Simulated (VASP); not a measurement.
Data:

Sn is taken in the tetragonal space group I4₁/amd, origin choice 1 (No. 141), Pearson symbol tI4. Cell: a = 5.926 Å, b = 5.926 Å, c = 3.228 Å, α = 90.00°, β = 90.00°, γ = 90.00°. Sn on 4a sees 4 Sn at 3.071 Å and 2 Sn at 3.228 Å. (Neighbours: up to the widest gap in distance over summed covalent radii, below 1.35, at either atom.)
(The calculation used a cell of 2 atoms; values per cell refer to that cell.)

Level of theory: PBE GGA, VASP's PBE PAW potentials (set 64) (plane waves; VASP). Numerical set-up: 480 eV cut-off, 12×12×12 Γ-centred mesh, first-order Methfessel-Paxton smearing of 0.10 eV, potentials Sn_d.

Each relaxation starts from this cell; other phases were not tried.

### Question
The cell is relaxed at 1 GPa. What happens?

### Answer
The volume per atom goes from 28.34 to 27.80 Å³ (-1.9 %), and the cell becomes a = b = 5.888 Å, c = 3.207 Å, α = β = γ = 90.00°, space group I4_1/amd.

Failed runs are left out, and for metals the shear rows, which the mesh's noise covers.

The compound is Sn in the beta structure.
